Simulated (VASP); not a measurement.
The system is FeSi.

```xyz
8
Lattice="4.5507 0.0000 0.0000 0.0000 4.5507 0.0000 0.0000 0.0000 4.5507" Properties=species:S:1:pos:R:3 pbc="T T T"
Fe    0.6213    0.6213    0.6213
Fe    1.6541    3.9294    2.8966
Fe    2.8966    1.6541    3.9294
Fe    3.9294    2.8966    1.6541
Si    3.8335    3.8335    3.8335
Si    2.9925    0.7172    1.5582
Si    1.5582    2.9925    0.7172
Si    0.7172    1.5582    2.9925
```

* Program: VASP 6.6.1
* Task: relaxation of cell and atoms
* Functional: PBEsol
* Potentials or basis: VASP PAW PBE potentials, release 64 (Fe, Si)
* Cutoff: 600 eV
* k mesh: 8 × 8 × 8
* Occupations: gaussian, width 0.03 eV
* Spin: no spin polarisation

At the start: pressure -19.6 GPa; volume 11.78 Å³/atom.

Q: Where does the relaxation end?

A: Over 11 steps the energy falls by 73.1 meV/atom and the volume is 10.70 Å³/atom (-9.2 %); space group P2_13 (No. 198, to 0.05 Å).

Step by step:
```
step  energy change (eV)  largest force (eV/Å)  pressure (GPa)  volume (Å³)
   1              0.0000                0.3053          -19.59        94.24
   2              0.5260                0.9097           40.07        75.93
   3             -0.5801                0.1339           -0.69        85.89
   4             -0.5807                0.1453           -0.20        85.69
   5             -0.5806                0.1553            0.33        85.53
   6             -0.5841                0.0607            0.47        85.47
   7             -0.5844                0.0298            0.41        85.45
   8             -0.5843                0.0031           -0.64        85.77
   9             -0.5847                0.0176           -0.07        85.59
  10             -0.5847                0.0170           -0.08        85.60
  11             -0.5847                0.0077           -0.02        85.57
```

Final structure:
```
Fe Si
1.0
     4.40666    0.00000    0.00000
     0.00000    4.40666    0.00000
     0.00000    0.00000    4.40666
Fe Si
4 4
Direct
  0.13716 0.13716 0.13716
  0.36284 0.86284 0.63716
  0.63716 0.36284 0.86284
  0.86284 0.63716 0.36284
  0.84100 0.84100 0.84100
  0.65900 0.15900 0.34100
  0.34100 0.65900 0.15900
  0.15900 0.34100 0.65900
```

Caveat: the PAW data sets were made with another functional, which shifts forces and pressure a little.
